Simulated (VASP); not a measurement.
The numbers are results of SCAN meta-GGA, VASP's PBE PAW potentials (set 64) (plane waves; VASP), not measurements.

The input files of a VASP run:

File KPOINTS:
```
Regular mesh
0
gamma
  4 4 6
0 0 0
```

**POSCAR**
```
SnO2
1
    4.7701778429     0.0000000000     0.0000000000
    0.0000000000     4.7701778429     0.0000000000
    0.0000000000     0.0000000000     3.2197953572
Sn O
2 4
Direct
  0.0000000000   0.0000000000   0.0000000000
  0.5000000000   0.5000000000   0.5000000000
  0.3063833544   0.3063833544   0.0000000000
  0.8063833544   0.1936166456   0.5000000000
  0.1936166456   0.8063833544   0.5000000000
  0.6936166456   0.6936166456   0.0000000000
```

**INCAR**
```
SYSTEM = SnO2
PREC = Accurate; ENCUT = 520; LREAL = .False.
LASPH = .True.
EDIFF = 1E-6; NELM = 100; ALGO = Normal
LMAXMIX = 4; LMIXTAU = .True.
ISMEAR = 0; SIGMA = 0.05
METAGGA = SCAN
IBRION = 2; NSW = 60; ISIF = 3
EDIFFG = -0.02
LWAVE = .False.; LCHARG = .False.
```

POTCAR, in this order: Sn_d O (PBE.64 set). Program: vasp_std.

Question: What will the output report for the number of irreducible k-points (NKPTS), largest plane-wave count, number of space-group operations, FFT grid (NGX, NGY, NGZ)?

Answer: 
| Item | Value |
|---|---|
| number of irreducible k-points (NKPTS) | 24 |
| largest plane-wave count | 1996 |
| number of space-group operations | 16 |
| FFT grid (NGX, NGY, NGZ) | 36 × 36 × 24 |

The compound is SnO2 in the rutile structure. This run relaxes it. Symmetry was kept, so distortions that lower it aren't found. The start is the result of an earlier pass.
